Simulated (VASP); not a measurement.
Here is the system:

```
CELL_PARAMETERS angstrom
      3.86865     0.00000     0.00000
      0.00000     3.86865     0.00000
      0.00000     0.00000     3.86865
ATOMIC_POSITIONS crystal
  Ta 0.00000 0.00000 0.00000
  Zn 0.00000 0.50000 0.50000
  Zn 0.50000 0.00000 0.50000
  Zn 0.50000 0.50000 0.00000
```

Calculation: PBEsol GGA, VASP's PBE PAW potentials (set 64) (plane waves; VASP). Settings: 400 eV cut-off, 9×9×9 Γ-centred mesh, tetrahedra with Blöchl corrections, potentials Ta_pv Zn.

The cores are frozen, which limits the accuracy of field gradients.

Problem. Give the principal components of the electric field gradient (V/Å²) and the asymmetry η at each nucleus.

Solution. 
| atom | Vxx | Vyy | Vzz | η |
|---|---|---|---|---|
| Ta1 | 0.0 | 0.0 | 0.0 | - |
| Zn2 | -32.6 | -32.6 | 65.1 | 0.00 |
| Zn3 | -32.6 | -32.6 | 65.1 | 0.00 |
| Zn4 | -32.6 | -32.6 | 65.1 | 0.00 |

The structure comes from a computed database's TaZn3 entry (Pm-3m); how it stands against other phases isn't given here. It was relaxed first.
